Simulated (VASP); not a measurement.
Given:

```yaml
crystal:
  lattice:
    - [0.00000, 2.35531, 2.35531]
    - [2.35531, 0.00000, 2.35531]
    - [2.35531, 2.35531, 0.00000]
  atoms:
    - { symbol: Li, position: [0.25000, 0.25000, 0.25000] }
    - { symbol: Li, position: [0.75000, 0.75000, 0.75000] }
    - { symbol: O, position: [0.00000, 0.00000, 0.00000] }
```

Calculation: PW91 GGA, VASP's PBE PAW potentials (set 64) (plane waves; VASP). Run with 520 eV cut-off, 8×8×8 Γ-centred mesh, Gaussian smearing of 0.050 eV, potentials Li_sv O.

Give the stress tensor in GPa (positive for a compressed cell).

```
-3.96   0.00   0.00
 0.00  -3.96   0.00
 0.00   0.00  -3.96
```
The pressure is its mean diagonal, -3.96 GPa.

The compound is Li2O in the antifluorite structure. This cell is one point of a volume scan, at 1.06 of the reference volume.
